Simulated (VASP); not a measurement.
BiB:

```
B Bi
1.0
     0.00000    2.74487    2.74487
     2.74487    0.00000    2.74487
     2.74487    2.74487    0.00000
B Bi
1 1
Direct
  0.00000 0.00000 0.00000
  0.25000 0.25000 0.25000
```

The cell was built by a generator and needn't be a form met in nature.

Base run:

| Property | Result |
| --- | --- |
| Program | VASP 6.6.1 |
| Functional | PBE |
| Potentials or basis | VASP PAW PBE potentials, release 64 (B, Bi_d) |
| Cutoff | 520 eV |
| k mesh | 5 × 5 × 5 |
| Occupations | gaussian, width 0.01 eV |
| Spin | no spin polarisation |

Its results: band gap on the k mesh 0.28 eV, direct; pressure 1.0 GPa.

**Question.** The run is repeated on the same cell with these changes: functional from PBE to HSE06; k mesh from 5 × 5 × 5 to 4 × 4 × 4. What comes out?

**Answer.** Band gap on the k mesh 0.99 eV, direct; pressure -1.9 GPa.

Several settings changed at once, so the effect can't be laid on one alone.

Caveats: some runs use coarse meshes; spin-orbit coupling is left out, which as a rule narrows the gap of such compounds by several tenths of an eV; an odd mesh through Γ misses points on the zone boundary, where band edges often lie (some runs); the PAW data sets were made with another functional, which shifts forces and pressure a little (some runs).

Not every run made on this cell is shown here.
